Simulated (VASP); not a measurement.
# AlCl (Fm-3m) in VASP: further runs

Aim: see how the results for AlCl move with the level of theory and the settings. Levels: BLYP, AM05, PW91, r2SCAN, SCAN. Tasks: relaxation of cell and atoms.

Everything below comes from runs of VASP 6.6.1. Logs are shortened: lines on timing, memory, paths and dates and some standing lists are left out, and cuts for length are marked.

### Step 1. Starting point

It takes space group Fm-3m (No. 225, cubic). The conventional cell has a = 5.697 Å, b = 5.697 Å, c = 5.697 Å, α = 90.00°, β = 90.00°, γ = 90.00°. Al (site symmetry m-3m) has 6 Cl at 2.85 Å as nearest neighbours. Cl (site symmetry m-3m) is surrounded by 6 Al at 2.85 Å.

The cell was built by a generator and needn't be a form met in nature.

### Step 2. Relaxation of cell and atoms, BLYP

The input, INCAR:

```
PREC = Accurate
ENCUT = 600
EDIFF = 1E-6
ISMEAR = -1
SIGMA = 0.05
LREAL = False
LASPH = True
NELM = 80
ALGO = Normal
ISIF = 3
LWAVE = False
LCHARG = False
GGA = B5
ALDAX = 1.0
AGGAX = 1.0
AGGAC = 1.0
ALDAC = 0.0
IBRION = 2
NSW = 40
EDIFFG = -0.005
```

The input, KPOINTS:

```
Automatic mesh
0
Gamma
  8 8 8
```

The input, POSCAR:

```
AlCl
1.0
    0.0000000000      2.8486347600      2.8486347600
    2.8486347600      0.0000000000      2.8486347600
    2.8486347600      2.8486347600      0.0000000000
Al Cl
1 1
Direct
    0.5000000000      0.5000000000      0.5000000000
    0.0000000000      0.0000000000      0.0000000000
```

Potentials or basis: VASP PAW PBE potentials, release 64 (Al, Cl).

Started as:

```bash
$ cat potpaw_PBE.64/Al/POTCAR potpaw_PBE.64/Cl/POTCAR > POTCAR
$ mpirun -np 1 vasp_std > vasp.out
```

OUTCAR:

```text
PREC = Accurate
   ENCUT = 600
   EDIFF = 1E-6
   ISMEAR = -1
   LREAL = False
   LASPH = True
   NELM = 80
   ISIF = 3
   GGA = B5
   IBRION = 2
   NSW = 40
   EDIFFG = -0.005

 ion  position               nearest neighbor table
   1  0.500  0.500  0.500-   2 2.85   2 2.85   2 2.85   2 2.85   2 2.85   2 2.85
   2  0.000  0.000  0.000-   1 2.85   1 2.85   1 2.85   1 2.85   1 2.85   1 2.85

  LATTYP: Found a face centered cubic cell.
 ALAT       =     5.6972695200

  Lattice vectors:

 A1 = (   0.0000000000,   2.8486347600,   2.8486347600)
 A2 = (   2.8486347600,   0.0000000000,   2.8486347600)
 A3 = (   2.8486347600,   2.8486347600,   0.0000000000)

Analysis of symmetry for initial positions (statically):
=====================================================================
 Subroutine PRICEL returns:
 Original cell was already a primitive cell.

 Routine SETGRP: Setting up the symmetry group for a
 face centered cubic supercell.

 Subroutine GETGRP returns: Found 48 space group operations
 (whereof 48 operations were pure point group operations)
 out of a pool of 48 trial point group operations.

The static configuration has the point symmetry O_h .

Analysis of symmetry for dynamics (positions and initial velocities):
=====================================================================
 Subroutine PRICEL returns:
 Original cell was already a primitive cell.

 Routine SETGRP: Setting up the symmetry group for a
 face centered cubic supercell.

 Subroutine GETGRP returns: Found 48 space group operations
 (whereof 48 operations were pure point group operations)
 out of a pool of 48 trial point group operations.

The dynamic configuration has the point symmetry O_h .

 Subroutine INISYM returns: Found 48 space group operations
 (whereof 48 operations are pure point group operations),
 and found     1 'primitive' translations

----------------------------------------------------------------------------------------

                                     Primitive cell

  volume of cell :      46.2317

  direct lattice vectors                    reciprocal lattice vectors
     0.000000000  2.848634760  2.848634760    -0.175522677  0.175522677  0.175522677
     2.848634760  0.000000000  2.848634760     0.175522677 -0.175522677  0.175522677
     2.848634760  2.848634760  0.000000000     0.175522677  0.175522677 -0.175522677

  length of vectors
[... 101 lines left out ...]
     AMIX     =   0.40;   BMIX     =  1.00
     AMIX_MAG =   1.60;   BMIX_MAG =  1.00
  volume/ion in A,a.u.               =      23.12       155.99
  Fermi-wavevector in a.u.,A,eV,Ry     =   0.982716  1.857064 13.139567  0.965731
  Thomas-Fermi vector in A             =   2.113820
   LORBIT       =      0    0 simple, 1 ext, 2 COOP (PROOUT), +10 PAW based schemes
   GGA     = B5    functional components
   LHFCALC =     F    Hartree Fock is set to
   AEXX    =    0.0000 exact exchange contribution
   IVDW    =     0    specifies the selected vdW correction
   LEPSILON=     F    determine dielectric tensor
   LRPA    =     F    only Hartree local field effects (RPA)
 conjugate gradient relaxation of ions
 non-spin polarized calculation
  energy-cutoff  :      600.00
  volume of cell :       46.23
 maximum number of plane-waves:      1572
   NGX = 17   NGY = 17   NGZ = 17

--------------------------------------- Ionic step        1  -------------------------------------------

 number of electron      10.0000000 magnetization

 number of electron       9.9999998 magnetization

 Free energy of the ion-electron system (eV)
  ---------------------------------------------------
  ext. energy  EPLUGINS =         0.00000000
  ---------------------------------------------------
  free energy    TOTEN  =        -5.16964081 eV

  energy without entropy =       -5.16905980  energy(sigma->0) =       -5.16935030

------------------------ aborting loop because EDIFF is reached ----------------------------------------

  FORCE on cell =-STRESS in cart. coord.  units (eV):
  Direction    XX          YY          ZZ          XY          YZ          ZX
  --------------------------------------------------------------------------------------
  -------------------------------------------------------------------------------------
  Total        2.6792062      2.6792062      2.6792062     -0.0000000     -0.0000000      0.0000000
  in kB       92.8488271     92.8488271     92.8488271     -0.0000000     -0.0000000      0.0000000
  external PRESSURE =      92.8488271 kB  Pullay stress =       0.0000000 kB
[... 131 lines left out ...]
--------------------------------------- Ionic step        5  -------------------------------------------

 number of electron      10.0000000 magnetization

 Free energy of the ion-electron system (eV)
  ---------------------------------------------------
  ext. energy  EPLUGINS =         0.00000000
  ---------------------------------------------------
  free energy    TOTEN  =        -5.55775569 eV

  energy without entropy =       -5.55775566  energy(sigma->0) =       -5.55775567

 E-fermi :   2.5599     XC(G=0):  -7.0962

 val. band max:        1.8745707248   @ k =   0.5000   0.0000   0.0000
 cond. band min:       3.2450234992   @ k =   0.5000   0.0000   0.0000
 fundamental gap:      1.3704527743
 Fermi energy:         2.5599456782

 k-point     1 :       0.0000    0.0000    0.0000
  band No.  band energies     occupation
      1     -12.9640      2.00000
      2      -1.3980      2.00000
      3      -0.9406      2.00000
      4      -0.9406      2.00000
      5      -0.9406      2.00000
      6       6.8568      0.00000
      7       6.8568      0.00000
      8       6.8568      0.00000
      9       8.8077      0.00000
[... 265 lines left out ...]
 k-point    24 :      -0.3750    0.2500    0.1250
  band No.  band energies     occupation
      1     -12.7959      2.00000
      2      -2.8798      2.00000
      3      -1.4741      2.00000
      4      -1.2049      2.00000
      5       1.1603      2.00000
      6       4.0500      0.00000
      7       5.4645      0.00000
      8       5.5246      0.00000
      9       9.8823      0.00000

 [... further k-points ...]

------------------------ aborting loop because EDIFF is reached ----------------------------------------

  FORCE on cell =-STRESS in cart. coord.  units (eV):
  Direction    XX          YY          ZZ          XY          YZ          ZX
  --------------------------------------------------------------------------------------
  -------------------------------------------------------------------------------------
  Total       -0.0098047     -0.0098047     -0.0098047      0.0000000      0.0000000     -0.0000000
  in kB       -0.2486468     -0.2486468     -0.2486468      0.0000000      0.0000000     -0.0000000
  external PRESSURE =      -0.2486468 kB  Pullay stress =       0.0000000 kB
[... 17 lines left out ...]
  FREE ENERGIE OF THE ION-ELECTRON SYSTEM (eV)
  ---------------------------------------------------
  free  energy   TOTEN  =        -5.5577556856 eV

  energy  without entropy=       -5.5577556597  energy(sigma->0) =       -5.55775567

 reached required accuracy - stopping structural energy minimisation
```

OSZICAR:

```text
N       E                     dE             d eps       ncg     rms          rms(c)
DAV:   1     0.348845499696E+02    0.34885E+02   -0.42664E+03   522   0.991E+02
DAV:   2    -0.297251802051E+01   -0.37857E+02   -0.36421E+02   756   0.124E+02
DAV:   3    -0.526870445453E+01   -0.22962E+01   -0.22931E+01   617   0.363E+01
[... 39 lines left out ...]
DAV:   1    -0.555985781423E+01   -0.21568E-02   -0.41707E-02   522   0.138E+00    0.265E-01
DAV:   2    -0.555783948654E+01    0.20183E-02   -0.90998E-03   536   0.519E-01    0.639E-02
DAV:   3    -0.555777820276E+01    0.61284E-04   -0.46676E-04   532   0.150E-01    0.476E-02
DAV:   4    -0.555775666145E+01    0.21541E-04   -0.42492E-05   525   0.423E-02    0.822E-03
DAV:   5    -0.555775568559E+01    0.97586E-06   -0.50979E-06   507   0.162E-02
   5 F= -.55577557E+01 E0= -.55577557E+01  d E =-.388115E+00
```

It took 33 s on 1 thread of Intel Xeon 6975P-C (Granite Rapids), shared host; peak memory 0.17 GiB.

Results:

| Quantity | Value |
| --- | --- |
| Free energy | -5.5578 eV |
| Relaxed volume | 31.59 Å³/atom |
| Relaxed cell | a = 4.471 Å, b = 4.471 Å, c = 4.471 Å, α = 60.00°, β = 60.00°, γ = 60.00° |
| Space group after relaxing (to 0.05 Å) | Fm-3m (No. 225) |
| Energy gained by relaxing | 194.1 meV/atom |
| Ionic steps | 5 |
| Pressure after relaxing | 0.0 GPa |
| Band gap on the k mesh | 1.37 eV, direct |

The path:
```
step  energy change (eV)  largest force (eV/Å)  pressure (GPa)  volume (Å³)
   1              0.0000                0.0000            9.28        46.23
   2             -0.3341                0.0000            2.64        55.79
   3             -0.3853                0.0000            0.51        61.28
   4             -0.3881                0.0000            0.05        62.81
   5             -0.3881                0.0000           -0.02        63.18
```

Final structure:
```
Al Cl
1.0
     0.00000    3.16114    3.16114
     3.16114    0.00000    3.16114
     3.16114    3.16114    0.00000
Al Cl
1 1
Cartesian
  3.1611 3.1611 3.1611
  0.0000 0.0000 0.0000
```

Caveat: the volume moved by over 15 % at a fixed basis, so the end points are rough; the PAW data sets were made with another functional, which shifts forces and pressure a little. A hybrid or GW would open this gap; BLYP tends to underestimate it.

### Step 3. Relaxation of cell and atoms, AM05

INCAR: that of step 2 with these lines changed.

```diff
@@ -12,7 +12,3 @@
 LCHARG = False
-GGA = B5
-ALDAX = 1.0
-AGGAX = 1.0
-AGGAC = 1.0
-ALDAC = 0.0
+GGA = AM
 IBRION = 2
```

KPOINTS is that of step 2.

POSCAR is that of step 2.

Potentials or basis: VASP PAW PBE potentials, release 64 (Al, Cl).

Started as:

```bash
$ cat potpaw_PBE.64/Al/POTCAR potpaw_PBE.64/Cl/POTCAR > POTCAR
$ mpirun -np 1 vasp_std > vasp.out
```

It took 17 s on 1 thread of Intel Xeon 6975P-C (Granite Rapids), shared host; peak memory 0.18 GiB.

The run converged. Its results:

| Item | Value |
| --- | --- |
| Free energy | -6.0906 eV |
| Relaxed volume | 26.88 Å³/atom |
| Relaxed cell | a = 4.236 Å, b = 4.236 Å, c = 4.236 Å, α = 60.00°, β = 60.00°, γ = 60.00° |
| Space group after relaxing (to 0.05 Å) | Fm-3m (No. 225) |
| Energy gained by relaxing | 40.6 meV/atom |
| Ionic steps | 4 |
| Pressure after relaxing | 0.0 GPa |
| Band gap on the k mesh | 0.27 eV, direct |

The path:
```csv
step,energy change (eV),largest force (eV/Å),pressure (GPa),volume (Å³)
1,0.0000,0.0000,4.00,46.23
2,-0.0654,0.0000,1.49,50.20
3,-0.0806,0.0000,0.29,53.01
4,-0.0812,0.0000,-0.02,53.76
```

Final structure:
```
CELL_PARAMETERS angstrom
0.00000 2.99555 2.99555
2.99555 0.00000 2.99555
2.99555 2.99555 0.00000
ATOMIC_POSITIONS crystal
Al 0.50000 0.50000 0.50000
Cl 0.00000 0.00000 0.00000
```

Levels at points of the mesh, in eV from the valence-band top:
```csv
k point,band 2,band 3,band 4,band 5,band 6,band 7,band 8,band 9
"(0.00, 0.00, 0.00)",-4.10,-4.10,-4.10,-3.98,4.89,4.89,4.89,5.71
"(0.50, 0.00, 0.00)",-6.72,-4.22,-4.22,0.00,0.27,2.48,2.48,7.11
"(0.50, 0.50, 0.00)",-5.82,-4.76,-4.76,-3.21,3.18,3.58,4.52,4.52
```

Caveat: the volume moved by over 15 % at a fixed basis, so the end points are rough; the PAW data sets were made with another functional, which shifts forces and pressure a little. A k mesh can miss the band edges.

[end of part 1 of 2]
